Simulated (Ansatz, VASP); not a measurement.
# Ge (Germanium): VASP beside Ansatz, part 2 of 3

Aim: how closely do two programs agree when they are given the same cell, functional and k mesh? The cell is taken from a series of runs on this material, whose earlier steps may have relaxed, scaled, displaced or heated it; both programs get it as it stands.

VASP 6.6.1 and Ansatz 0.2.0.

So far: The starting structure; Ansatz: zone-centre phonons, PBEsol.

### 3. VASP: zone-centre phonons, PBEsol

Level of this step: PBEsol; plane waves and PAW (Ge_d) (VASP).

The same cell, functional, mesh and smearing now go to VASP, with its own data sets.

Lines of VASP's logs that name or quote its potential files are left out, and so is its time.

INCAR

```
SYSTEM = Ge
PREC = Accurate
ENCUT = 500
EDIFF = 1E-08
NELM = 120
ISMEAR = 0
SIGMA = 0.015
LREAL = .FALSE.
ALGO = Normal
GGA = PS
NBANDS = 20
LORBIT = 11
LWAVE = .FALSE.
LCHARG = .FALSE.
ISIF = 2
ISYM = 2
IBRION = 8
LASPH = .TRUE.
GGA_COMPAT = .FALSE.
EFERMI = MIDGAP
KPAR = 2
```

POSCAR

```
Ge
1.0
    0.0142369896      2.8519129305      2.8267866859
    2.8519129305      0.0142369896      2.8267866859
    2.8661499201      2.8661499201      0.0000000000
Ge
2
Direct
    0.5006157963      0.5006157963      0.4993215895
    0.7493842037      0.7493842037      0.7506784105
```

KPOINTS

```
Points of the shifted mesh
1728
Reciprocal
 0.0416666667  0.0416666667  0.0416666667 1
 0.0416666667  0.0416666667  0.1250000000 1
 0.0416666667  0.0416666667  0.2083333333 1
 0.0416666667  0.0416666667  0.2916666667 1
 0.0416666667  0.0416666667  0.3750000000 1
 0.0416666667  0.0416666667  0.4583333333 1
 0.0416666667  0.0416666667  0.5416666667 1
 0.0416666667  0.0416666667  0.6250000000 1
 0.0416666667  0.0416666667  0.7083333333 1
 0.0416666667  0.0416666667  0.7916666667 1
 0.0416666667  0.0416666667  0.8750000000 1
 0.0416666667  0.0416666667  0.9583333333 1
 0.0416666667  0.1250000000  0.0416666667 1
 0.0416666667  0.1250000000  0.1250000000 1
 0.0416666667  0.1250000000  0.2083333333 1
 0.0416666667  0.1250000000  0.2916666667 1
 0.0416666667  0.1250000000  0.3750000000 1
 0.0416666667  0.1250000000  0.4583333333 1
 0.0416666667  0.1250000000  0.5416666667 1
 0.0416666667  0.1250000000  0.6250000000 1
 0.0416666667  0.1250000000  0.7083333333 1
 0.0416666667  0.1250000000  0.7916666667 1
 0.0416666667  0.1250000000  0.8750000000 1
 0.0416666667  0.1250000000  0.9583333333 1
 0.0416666667  0.2083333333  0.0416666667 1
 0.0416666667  0.2083333333  0.1250000000 1
 0.0416666667  0.2083333333  0.2083333333 1
 0.0416666667  0.2083333333  0.2916666667 1
 0.0416666667  0.2083333333  0.3750000000 1
 0.0416666667  0.2083333333  0.4583333333 1
 0.0416666667  0.2083333333  0.5416666667 1
 0.0416666667  0.2083333333  0.6250000000 1
 0.0416666667  0.2083333333  0.7083333333 1
 0.0416666667  0.2083333333  0.7916666667 1
 0.0416666667  0.2083333333  0.8750000000 1
 0.0416666667  0.2083333333  0.9583333333 1
 0.0416666667  0.2916666667  0.0416666667 1
 0.0416666667  0.2916666667  0.1250000000 1
 0.0416666667  0.2916666667  0.2083333333 1
 0.0416666667  0.2916666667  0.2916666667 1
 0.0416666667  0.2916666667  0.3750000000 1
 0.0416666667  0.2916666667  0.4583333333 1
 0.0416666667  0.2916666667  0.5416666667 1
 0.0416666667  0.2916666667  0.6250000000 1
 0.0416666667  0.2916666667  0.7083333333 1
 0.0416666667  0.2916666667  0.7916666667 1
 0.0416666667  0.2916666667  0.8750000000 1
 0.0416666667  0.2916666667  0.9583333333 1
 0.0416666667  0.3750000000  0.0416666667 1
 0.0416666667  0.3750000000  0.1250000000 1
 0.0416666667  0.3750000000  0.2083333333 1
 0.0416666667  0.3750000000  0.2916666667 1
 0.0416666667  0.3750000000  0.3750000000 1
 0.0416666667  0.3750000000  0.4583333333 1
 0.0416666667  0.3750000000  0.5416666667 1
 0.0416666667  0.3750000000  0.6250000000 1
 0.0416666667  0.3750000000  0.7083333333 1
 0.0416666667  0.3750000000  0.7916666667 1
 0.0416666667  0.3750000000  0.8750000000 1
 0.0416666667  0.3750000000  0.9583333333 1
 0.0416666667  0.4583333333  0.0416666667 1
 0.0416666667  0.4583333333  0.1250000000 1
 0.0416666667  0.4583333333  0.2083333333 1
 0.0416666667  0.4583333333  0.2916666667 1
 0.0416666667  0.4583333333  0.3750000000 1
 0.0416666667  0.4583333333  0.4583333333 1
 0.0416666667  0.4583333333  0.5416666667 1
 0.0416666667  0.4583333333  0.6250000000 1
 0.0416666667  0.4583333333  0.7083333333 1
 0.0416666667  0.4583333333  0.7916666667 1
 0.0416666667  0.4583333333  0.8750000000 1
 0.0416666667  0.4583333333  0.9583333333 1
 0.0416666667  0.5416666667  0.0416666667 1
 0.0416666667  0.5416666667  0.1250000000 1
 0.0416666667  0.5416666667  0.2083333333 1
 0.0416666667  0.5416666667  0.2916666667 1
 0.0416666667  0.5416666667  0.3750000000 1
 0.0416666667  0.5416666667  0.4583333333 1
 0.0416666667  0.5416666667  0.5416666667 1
 0.0416666667  0.5416666667  0.6250000000 1
 0.0416666667  0.5416666667  0.7083333333 1
 0.0416666667  0.5416666667  0.7916666667 1
 0.0416666667  0.5416666667  0.8750000000 1
 0.0416666667  0.5416666667  0.9583333333 1
 0.0416666667  0.6250000000  0.0416666667 1
 0.0416666667  0.6250000000  0.1250000000 1
 0.0416666667  0.6250000000  0.2083333333 1
 0.0416666667  0.6250000000  0.2916666667 1
 0.0416666667  0.6250000000  0.3750000000 1
 0.0416666667  0.6250000000  0.4583333333 1
 0.0416666667  0.6250000000  0.5416666667 1
 0.0416666667  0.6250000000  0.6250000000 1
 0.0416666667  0.6250000000  0.7083333333 1
 0.0416666667  0.6250000000  0.7916666667 1
 0.0416666667  0.6250000000  0.8750000000 1
 0.0416666667  0.6250000000  0.9583333333 1
 0.0416666667  0.7083333333  0.0416666667 1
 0.0416666667  0.7083333333  0.1250000000 1
 0.0416666667  0.7083333333  0.2083333333 1
 0.0416666667  0.7083333333  0.2916666667 1
 0.0416666667  0.7083333333  0.3750000000 1
 0.0416666667  0.7083333333  0.4583333333 1
 0.0416666667  0.7083333333  0.5416666667 1
 0.0416666667  0.7083333333  0.6250000000 1
 0.0416666667  0.7083333333  0.7083333333 1
 0.0416666667  0.7083333333  0.7916666667 1
 0.0416666667  0.7083333333  0.8750000000 1
 0.0416666667  0.7083333333  0.9583333333 1
 0.0416666667  0.7916666667  0.0416666667 1
 0.0416666667  0.7916666667  0.1250000000 1
 0.0416666667  0.7916666667  0.2083333333 1
 0.0416666667  0.7916666667  0.2916666667 1
[... 1390 lines left out ...]
 0.8750000000  0.4583333333  0.1250000000 1
 0.8750000000  0.4583333333  0.2083333333 1
 0.8750000000  0.4583333333  0.2916666667 1
 0.8750000000  0.4583333333  0.3750000000 1
 0.8750000000  0.4583333333  0.4583333333 1
 0.8750000000  0.4583333333  0.5416666667 1
 0.8750000000  0.4583333333  0.6250000000 1
 0.8750000000  0.4583333333  0.7083333333 1
 0.8750000000  0.4583333333  0.7916666667 1
 0.8750000000  0.4583333333  0.8750000000 1
 0.8750000000  0.4583333333  0.9583333333 1
 0.8750000000  0.5416666667  0.0416666667 1
 0.8750000000  0.5416666667  0.1250000000 1
 0.8750000000  0.5416666667  0.2083333333 1
 0.8750000000  0.5416666667  0.2916666667 1
 0.8750000000  0.5416666667  0.3750000000 1
 0.8750000000  0.5416666667  0.4583333333 1
 0.8750000000  0.5416666667  0.5416666667 1
 0.8750000000  0.5416666667  0.6250000000 1
 0.8750000000  0.5416666667  0.7083333333 1
 0.8750000000  0.5416666667  0.7916666667 1
 0.8750000000  0.5416666667  0.8750000000 1
 0.8750000000  0.5416666667  0.9583333333 1
 0.8750000000  0.6250000000  0.0416666667 1
 0.8750000000  0.6250000000  0.1250000000 1
 0.8750000000  0.6250000000  0.2083333333 1
 0.8750000000  0.6250000000  0.2916666667 1
 0.8750000000  0.6250000000  0.3750000000 1
 0.8750000000  0.6250000000  0.4583333333 1
 0.8750000000  0.6250000000  0.5416666667 1
 0.8750000000  0.6250000000  0.6250000000 1
 0.8750000000  0.6250000000  0.7083333333 1
 0.8750000000  0.6250000000  0.7916666667 1
 0.8750000000  0.6250000000  0.8750000000 1
 0.8750000000  0.6250000000  0.9583333333 1
 0.8750000000  0.7083333333  0.0416666667 1
 0.8750000000  0.7083333333  0.1250000000 1
 0.8750000000  0.7083333333  0.2083333333 1
 0.8750000000  0.7083333333  0.2916666667 1
 0.8750000000  0.7083333333  0.3750000000 1
 0.8750000000  0.7083333333  0.4583333333 1
 0.8750000000  0.7083333333  0.5416666667 1
 0.8750000000  0.7083333333  0.6250000000 1
 0.8750000000  0.7083333333  0.7083333333 1
 0.8750000000  0.7083333333  0.7916666667 1
 0.8750000000  0.7083333333  0.8750000000 1
 0.8750000000  0.7083333333  0.9583333333 1
 0.8750000000  0.7916666667  0.0416666667 1
 0.8750000000  0.7916666667  0.1250000000 1
 0.8750000000  0.7916666667  0.2083333333 1
 0.8750000000  0.7916666667  0.2916666667 1
 0.8750000000  0.7916666667  0.3750000000 1
 0.8750000000  0.7916666667  0.4583333333 1
 0.8750000000  0.7916666667  0.5416666667 1
 0.8750000000  0.7916666667  0.6250000000 1
 0.8750000000  0.7916666667  0.7083333333 1
 0.8750000000  0.7916666667  0.7916666667 1
 0.8750000000  0.7916666667  0.8750000000 1
 0.8750000000  0.7916666667  0.9583333333 1
 0.8750000000  0.8750000000  0.0416666667 1
 0.8750000000  0.8750000000  0.1250000000 1
 0.8750000000  0.8750000000  0.2083333333 1
 0.8750000000  0.8750000000  0.2916666667 1
 0.8750000000  0.8750000000  0.3750000000 1
 0.8750000000  0.8750000000  0.4583333333 1
 0.8750000000  0.8750000000  0.5416666667 1
 0.8750000000  0.8750000000  0.6250000000 1
 0.8750000000  0.8750000000  0.7083333333 1
 0.8750000000  0.8750000000  0.7916666667 1
 0.8750000000  0.8750000000  0.8750000000 1
 0.8750000000  0.8750000000  0.9583333333 1
 0.8750000000  0.9583333333  0.0416666667 1
 0.8750000000  0.9583333333  0.1250000000 1
 0.8750000000  0.9583333333  0.2083333333 1
 0.8750000000  0.9583333333  0.2916666667 1
 0.8750000000  0.9583333333  0.3750000000 1
 0.8750000000  0.9583333333  0.4583333333 1
 0.8750000000  0.9583333333  0.5416666667 1
 0.8750000000  0.9583333333  0.6250000000 1
 0.8750000000  0.9583333333  0.7083333333 1
 0.8750000000  0.9583333333  0.7916666667 1
 0.8750000000  0.9583333333  0.8750000000 1
 0.8750000000  0.9583333333  0.9583333333 1
 0.9583333333  0.0416666667  0.0416666667 1
 0.9583333333  0.0416666667  0.1250000000 1
 0.9583333333  0.0416666667  0.2083333333 1
 0.9583333333  0.0416666667  0.2916666667 1
 0.9583333333  0.0416666667  0.3750000000 1
 0.9583333333  0.0416666667  0.4583333333 1
 0.9583333333  0.0416666667  0.5416666667 1
 0.9583333333  0.0416666667  0.6250000000 1
 0.9583333333  0.0416666667  0.7083333333 1
 0.9583333333  0.0416666667  0.7916666667 1
 0.9583333333  0.0416666667  0.8750000000 1
 0.9583333333  0.0416666667  0.9583333333 1
 0.9583333333  0.1250000000  0.0416666667 1
 0.9583333333  0.1250000000  0.1250000000 1
 0.9583333333  0.1250000000  0.2083333333 1
 0.9583333333  0.1250000000  0.2916666667 1
 0.9583333333  0.1250000000  0.3750000000 1
 0.9583333333  0.1250000000  0.4583333333 1
 0.9583333333  0.1250000000  0.5416666667 1
 0.9583333333  0.1250000000  0.6250000000 1
 0.9583333333  0.1250000000  0.7083333333 1
 0.9583333333  0.1250000000  0.7916666667 1
 0.9583333333  0.1250000000  0.8750000000 1
 0.9583333333  0.1250000000  0.9583333333 1
 0.9583333333  0.2083333333  0.0416666667 1
 0.9583333333  0.2083333333  0.1250000000 1
 0.9583333333  0.2083333333  0.2083333333 1
 0.9583333333  0.2083333333  0.2916666667 1
 0.9583333333  0.2083333333  0.3750000000 1
 0.9583333333  0.2083333333  0.4583333333 1
 0.9583333333  0.2083333333  0.5416666667 1
 0.9583333333  0.2083333333  0.6250000000 1
 0.9583333333  0.2083333333  0.7083333333 1
 0.9583333333  0.2083333333  0.7916666667 1
 0.9583333333  0.2083333333  0.8750000000 1
 0.9583333333  0.2083333333  0.9583333333 1
 0.9583333333  0.2916666667  0.0416666667 1
 0.9583333333  0.2916666667  0.1250000000 1
 0.9583333333  0.2916666667  0.2083333333 1
 0.9583333333  0.2916666667  0.2916666667 1
 0.9583333333  0.2916666667  0.3750000000 1
 0.9583333333  0.2916666667  0.4583333333 1
 0.9583333333  0.2916666667  0.5416666667 1
 0.9583333333  0.2916666667  0.6250000000 1
 0.9583333333  0.2916666667  0.7083333333 1
 0.9583333333  0.2916666667  0.7916666667 1
 0.9583333333  0.2916666667  0.8750000000 1
 0.9583333333  0.2916666667  0.9583333333 1
 0.9583333333  0.3750000000  0.0416666667 1
 0.9583333333  0.3750000000  0.1250000000 1
 0.9583333333  0.3750000000  0.2083333333 1
 0.9583333333  0.3750000000  0.2916666667 1
 0.9583333333  0.3750000000  0.3750000000 1
 0.9583333333  0.3750000000  0.4583333333 1
 0.9583333333  0.3750000000  0.5416666667 1
 0.9583333333  0.3750000000  0.6250000000 1
 0.9583333333  0.3750000000  0.7083333333 1
 0.9583333333  0.3750000000  0.7916666667 1
 0.9583333333  0.3750000000  0.8750000000 1
 0.9583333333  0.3750000000  0.9583333333 1
 0.9583333333  0.4583333333  0.0416666667 1
 0.9583333333  0.4583333333  0.1250000000 1
 0.9583333333  0.4583333333  0.2083333333 1
 0.9583333333  0.4583333333  0.2916666667 1
 0.9583333333  0.4583333333  0.3750000000 1
 0.9583333333  0.4583333333  0.4583333333 1
 0.9583333333  0.4583333333  0.5416666667 1
 0.9583333333  0.4583333333  0.6250000000 1
 0.9583333333  0.4583333333  0.7083333333 1
 0.9583333333  0.4583333333  0.7916666667 1
 0.9583333333  0.4583333333  0.8750000000 1
 0.9583333333  0.4583333333  0.9583333333 1
 0.9583333333  0.5416666667  0.0416666667 1
 0.9583333333  0.5416666667  0.1250000000 1
 0.9583333333  0.5416666667  0.2083333333 1
 0.9583333333  0.5416666667  0.2916666667 1
 0.9583333333  0.5416666667  0.3750000000 1
 0.9583333333  0.5416666667  0.4583333333 1
 0.9583333333  0.5416666667  0.5416666667 1
 0.9583333333  0.5416666667  0.6250000000 1
 0.9583333333  0.5416666667  0.7083333333 1
 0.9583333333  0.5416666667  0.7916666667 1
 0.9583333333  0.5416666667  0.8750000000 1
 0.9583333333  0.5416666667  0.9583333333 1
 0.9583333333  0.6250000000  0.0416666667 1
 0.9583333333  0.6250000000  0.1250000000 1
 0.9583333333  0.6250000000  0.2083333333 1
 0.9583333333  0.6250000000  0.2916666667 1
 0.9583333333  0.6250000000  0.3750000000 1
 0.9583333333  0.6250000000  0.4583333333 1
 0.9583333333  0.6250000000  0.5416666667 1
 0.9583333333  0.6250000000  0.6250000000 1
 0.9583333333  0.6250000000  0.7083333333 1
 0.9583333333  0.6250000000  0.7916666667 1
 0.9583333333  0.6250000000  0.8750000000 1
 0.9583333333  0.6250000000  0.9583333333 1
 0.9583333333  0.7083333333  0.0416666667 1
 0.9583333333  0.7083333333  0.1250000000 1
 0.9583333333  0.7083333333  0.2083333333 1
 0.9583333333  0.7083333333  0.2916666667 1
 0.9583333333  0.7083333333  0.3750000000 1
 0.9583333333  0.7083333333  0.4583333333 1
 0.9583333333  0.7083333333  0.5416666667 1
 0.9583333333  0.7083333333  0.6250000000 1
 0.9583333333  0.7083333333  0.7083333333 1
 0.9583333333  0.7083333333  0.7916666667 1
 0.9583333333  0.7083333333  0.8750000000 1
 0.9583333333  0.7083333333  0.9583333333 1
 0.9583333333  0.7916666667  0.0416666667 1
 0.9583333333  0.7916666667  0.1250000000 1
 0.9583333333  0.7916666667  0.2083333333 1
 0.9583333333  0.7916666667  0.2916666667 1
 0.9583333333  0.7916666667  0.3750000000 1
 0.9583333333  0.7916666667  0.4583333333 1
 0.9583333333  0.7916666667  0.5416666667 1
 0.9583333333  0.7916666667  0.6250000000 1
 0.9583333333  0.7916666667  0.7083333333 1
 0.9583333333  0.7916666667  0.7916666667 1
 0.9583333333  0.7916666667  0.8750000000 1
 0.9583333333  0.7916666667  0.9583333333 1
 0.9583333333  0.8750000000  0.0416666667 1
 0.9583333333  0.8750000000  0.1250000000 1
 0.9583333333  0.8750000000  0.2083333333 1
 0.9583333333  0.8750000000  0.2916666667 1
 0.9583333333  0.8750000000  0.3750000000 1
 0.9583333333  0.8750000000  0.4583333333 1
 0.9583333333  0.8750000000  0.5416666667 1
 0.9583333333  0.8750000000  0.6250000000 1
 0.9583333333  0.8750000000  0.7083333333 1
 0.9583333333  0.8750000000  0.7916666667 1
 0.9583333333  0.8750000000  0.8750000000 1
 0.9583333333  0.8750000000  0.9583333333 1
 0.9583333333  0.9583333333  0.0416666667 1
 0.9583333333  0.9583333333  0.1250000000 1
 0.9583333333  0.9583333333  0.2083333333 1
 0.9583333333  0.9583333333  0.2916666667 1
 0.9583333333  0.9583333333  0.3750000000 1
 0.9583333333  0.9583333333  0.4583333333 1
 0.9583333333  0.9583333333  0.5416666667 1
 0.9583333333  0.9583333333  0.6250000000 1
 0.9583333333  0.9583333333  0.7083333333 1
 0.9583333333  0.9583333333  0.7916666667 1
 0.9583333333  0.9583333333  0.8750000000 1
 0.9583333333  0.9583333333  0.9583333333 1
```

The projector-augmented-wave data sets are Ge_d (PBE family, release 64).

Launch:

```console
$ mpirun -np 2 vasp_std
```

Output:

```text
[banner, memory and clock lines left out]
running    2 mpi-ranks, on    1 nodes
 distrk:  each k-point on    1 cores,    2 groups
 distr:  one band on    1 cores,    1 groups

 POSCAR found type information on POSCAR Ge
 POSCAR found :  1 types and       2 ions
|                                                                             |
|               ----> ADVICE to this user running VASP <----                  |
|                                                                             |
|     You enforced a specific xc type in the INCAR file but a different       |
|     [... a line on the potential file left out ...]
|     I HOPE YOU KNOW WHAT YOU ARE DOING!                                     |
|                                                                             |

 LDA part: xc-table for (Slater+PW92), standard interpolation
 POSCAR, INCAR and KPOINTS ok, starting setup
 FFT: planning ... GRIDC
 FFT: planning ... GRID_SOFT
 FFT: planning ... GRID
 WAVECAR not read
 entering main loop
       N       E                     dE             d eps       ncg     rms          rms(c)
DAV:   1     0.183055096340E+03    0.18306E+03   -0.14662E+04 74116   0.373E+03
DAV:   2     0.158501541753E+02   -0.16720E+03   -0.16278E+03 69228   0.586E+02
DAV:   3    -0.919018212896E+01   -0.25040E+02   -0.24856E+02 77892   0.145E+02
DAV:   4    -0.100048253032E+02   -0.81464E+00   -0.81403E+00 78228   0.307E+01
DAV:   5    -0.100183864553E+02   -0.13561E-01   -0.13561E-01 77264   0.434E+00    0.319E+00
DAV:   6    -0.991934794024E+01    0.99039E-01   -0.36145E-02 91852   0.240E+00    0.182E+00
DAV:   7    -0.987192332104E+01    0.47425E-01   -0.58927E-02 72988   0.252E+00    0.155E-01
DAV:   8    -0.987290456460E+01   -0.98124E-03   -0.67997E-03 78488   0.120E+00    0.513E-02
DAV:   9    -0.987301181858E+01   -0.10725E-03   -0.24151E-04 78120   0.219E-01    0.110E-02
DAV:  10    -0.987302661394E+01   -0.14795E-04   -0.21170E-05 89288   0.394E-02    0.540E-03
DAV:  11    -0.987302765109E+01   -0.10372E-05   -0.48110E-06 92632   0.344E-02    0.138E-03
DAV:  12    -0.987302729171E+01    0.35938E-06   -0.82780E-07 92080   0.178E-02    0.353E-04
DAV:  13    -0.987302728156E+01    0.10149E-07   -0.22414E-08 65744   0.176E-03    0.143E-04
DAV:  14    -0.987302726170E+01    0.19866E-07   -0.74005E-09 47044   0.166E-03    0.284E-05
DAV:  15    -0.987302725891E+01    0.27821E-08   -0.12508E-09 40040   0.451E-04
   1 F= -.98730273E+01 E0= -.98730273E+01  d E =-.811972E-18
 Linear response reoptimize wavefunctions to high precision
DAV:   1    -0.987302725826E+01    0.65484E-09   -0.45516E-10 41712   0.359E-04
DAV:   2    -0.987302725827E+01   -0.72760E-11   -0.11260E-10 38420   0.124E-04
 Linear response DOF=           2
 Linear response progress:
  Degree of freedom:   1/  2
       N       E                     dE             d eps       ncg     rms          rms(c)
RMM:   1    -0.186787973954E+00   -0.18679E+00    0.82907E+00 84567   0.447E+01
RMM:   2    -0.193932531512E+00   -0.71446E-02   -0.12897E-02111773   0.107E+00    0.726E-02
RMM:   3    -0.193937662903E+00   -0.51314E-05   -0.91531E-04118382   0.312E-01    0.420E-02
RMM:   4    -0.193824661596E+00    0.11300E-03   -0.61816E-05126532   0.805E-02    0.472E-03
RMM:   5    -0.193825891907E+00   -0.12303E-05   -0.37636E-06121833   0.178E-02    0.237E-03
RMM:   6    -0.193832950955E+00   -0.70590E-05   -0.21874E-07123901   0.500E-03    0.311E-04
RMM:   7    -0.193831943323E+00    0.10076E-05    0.91547E-08127236   0.157E-03    0.196E-04
RMM:   8    -0.193830932696E+00    0.10106E-05    0.15431E-07129154   0.564E-04    0.423E-05
RMM:   9    -0.193830835837E+00    0.96859E-07    0.16475E-07129720   0.239E-04    0.197E-05
RMM:  10    -0.193831016028E+00   -0.18019E-06   -0.62167E-08130657   0.107E-04    0.555E-06
RMM:  11    -0.193831048239E+00   -0.32211E-07   -0.16128E-07130238   0.589E-05    0.310E-06
RMM:  12    -0.193831066784E+00   -0.18545E-07   -0.13313E-07128943   0.377E-05    0.201E-06
RMM:  13    -0.193831085540E+00   -0.18756E-07   -0.12753E-07119280   0.287E-05    0.484E-07
RMM:  14    -0.193831091166E+00   -0.56260E-08   -0.13549E-07102875   0.242E-05    0.790E-08
 first order change of Fermi-energy   0.73532E+00
 force on displaced ion       1 direction 1 : -10.954   0.111  -0.001
 Linear response progress:
  Degree of freedom:   2/  2
       N       E                     dE             d eps       ncg     rms          rms(c)
RMM:   1    -0.186694125638E+00   -0.18669E+00    0.83409E+00 84475   0.448E+01
RMM:   2    -0.193853792488E+00   -0.71597E-02   -0.13021E-02111909   0.107E+00    0.721E-02
RMM:   3    -0.193855973369E+00   -0.21809E-05   -0.90793E-04118263   0.311E-01    0.417E-02
RMM:   4    -0.193741909523E+00    0.11406E-03   -0.62364E-05126771   0.804E-02    0.476E-03
RMM:   5    -0.193743163529E+00   -0.12540E-05   -0.36881E-06121883   0.177E-02    0.236E-03
RMM:   6    -0.193750227007E+00   -0.70635E-05   -0.22969E-07124188   0.499E-03    0.323E-04
RMM:   7    -0.193749342909E+00    0.88410E-06   -0.36265E-08127195   0.155E-03    0.198E-04
RMM:   8    -0.193748445702E+00    0.89721E-06   -0.40384E-09129385   0.554E-04    0.431E-05
RMM:   9    -0.193748329668E+00    0.11603E-06   -0.12982E-09127673   0.236E-04    0.190E-05
RMM:  10    -0.193748478580E+00   -0.14891E-06   -0.64780E-09130316   0.106E-04    0.584E-06
RMM:  11    -0.193748499725E+00   -0.21145E-07   -0.92185E-09131854   0.581E-05    0.330E-06
RMM:  12    -0.193748531046E+00   -0.31321E-07   -0.14526E-08131166   0.375E-05    0.162E-06
RMM:  13    -0.193748541285E+00   -0.10239E-07   -0.17011E-09105560   0.283E-05    0.511E-07
RMM:  14    -0.193748543933E+00   -0.26476E-08   -0.44610E-09 94946   0.241E-05    0.280E-07
 first order change of Fermi-energy   0.30367E+01
 force on displaced ion       1 direction 3 :  -0.001  -0.001 -10.933
 Linear response finished
```

(Part 2 of 3 ends here.)

[Lines on the potential files, build, host, timing and source positions are cut from VASP's logs without a mark.]

[Logs are printed without paths, hosts, clocks, repeated set-up lines and the standing remarks that a program may print on its own settings, such as how far it seeks lower states.]

[Hosts, paths, dates, database ids (printed as entryN), source tags and the programs' standing remarks are cut or masked in the printed files.]
